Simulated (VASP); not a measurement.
```yaml
crystal:
  lattice:
    - [0.00000, 3.54136, 3.54136]
    - [3.54136, 0.00000, 3.54136]
    - [3.54136, 3.54136, 0.00000]
  atoms:
    - { symbol: Ba, position: [0.00000, 0.00000, 0.00000] }
    - { symbol: Te, position: [0.50000, 0.50000, 0.50000] }
```

Level of theory: PW91 GGA, VASP's PBE PAW potentials (set 64) (plane waves; VASP). Run with 520 eV cut-off, 7×7×7 Γ-centred mesh, Gaussian smearing of 0.050 eV, potentials Ba_sv Te.

**Question.** What does the run give for the energy per atom (σ→0)?

**Answer.** 
```
Quantity                        Value
---------------------  --------------
energy per atom (σ→0)  -4365 meV/atom
```

Only differences to runs with the same potentials and settings are physical.

The compound is BaTe in the rock salt structure. It was relaxed first.
